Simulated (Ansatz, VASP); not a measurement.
# Two plane-wave programs on Ca2Cu5

```
CELL_PARAMETERS angstrom
0.00000 4.02163 4.02163
4.02163 0.00000 4.02163
4.02163 4.02163 0.00000
ATOMIC_POSITIONS crystal
Ca 0.25000 0.25000 0.25000
Ca 0.75000 0.75000 0.75000
Cu 0.40325 0.40325 0.40325
Cu 0.40325 0.40325 0.79024
Cu 0.40325 0.79024 0.40325
Cu 0.79024 0.40325 0.40325
Cu 0.00000 0.00000 0.00000
```

Alike in both runs: task single point; functional PBE; k mesh 4 × 4 × 4; occupations gaussian, width 0.1 eV; no spin polarisation.

|  | VASP | Ansatz |
| --- | --- | --- |
| version | VASP 6.6.1 | Ansatz 0.2.0 |
| potentials or method | VASP PAW PBE potentials, release 64 (Ca_sv, Cu) | scalar-relativistic, plane waves, PAW |
| plane-wave cutoff (eV) | 520 | 420 |
| valence electrons in the cell | 75 | 115 |

Ansatz gave:

| Property | Result |
| --- | --- |
| gap on the k mesh at the Fermi level (eV) | none |
| pressure (GPa) | 15.5 |
| rms of the force components (eV/Å) | 0.002 |

Q: Which values does VASP return?

A: gap on the k mesh at the Fermi level (eV): none; pressure (GPa): 16.1; rms of the force components (eV/Å): 0.043.

Atom by atom the forces differ by 0.042 eV/Å (rms over components). A gap of «none» marks a metal or a gap that the smearing closes. The functional is the same, so the differences come from potentials, cutoffs and numerics. The two sets of potentials don't hold the same shells in valence.

Caveats: so large a pressure means that the cell lies far from this level's equilibrium, or that cutoff or potentials fall short (VASP).
